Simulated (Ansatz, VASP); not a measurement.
## Al3AsPd2 in VASP and in Ansatz

```xyz
6
Lattice="5.2789 0.0000 0.0000 -2.6395 4.5717 0.0000 0.0000 0.0000 4.0791" Properties=species:S:1:pos:R:3 pbc="T T T"
Al    2.6395    0.0000    2.0395
Al    1.3197    2.2858    2.0395
Al   -1.3197    2.2858    2.0395
As    0.0000    0.0000    0.0000
Pd   -0.0003    3.0479    0.0000
Pd    2.6392    1.5237    0.0000
```

The cell was built by a generator and needn't be a form met in nature.

Alike in both runs: task single point; functional r2SCAN; k mesh 7 × 7 × 8; no spin polarisation.

|  | VASP | Ansatz |
| --- | --- | --- |
| version | VASP 6.6.1 | Ansatz 0.2.0 |
| potentials or method | VASP PAW PBE potentials, release 64 (Al, As, Pd) | PAW plane waves |
| plane-wave cutoff (eV) | 520 | 500 |
| occupations | fermi-dirac, width 0.1 eV | fermi-dirac |
| valence electrons in the cell | 34 | 60 |

Ansatz gave:

| Property | Result |
| --- | --- |
| pressure (GPa) | 4.8 |
| largest component of the traceless stress (GPa) | 2.01 |

**Question.** Which values does VASP return?

**Answer.** Pressure (GPa): 4.8; largest component of the traceless stress (GPa): 1.92.

The two sets of potentials don't hold the same shells in valence. Ansatz warned: «structure_snapped_to_symmetry».

Caveats: the PAW data sets were made with another functional, which shifts forces and pressure a little (VASP).
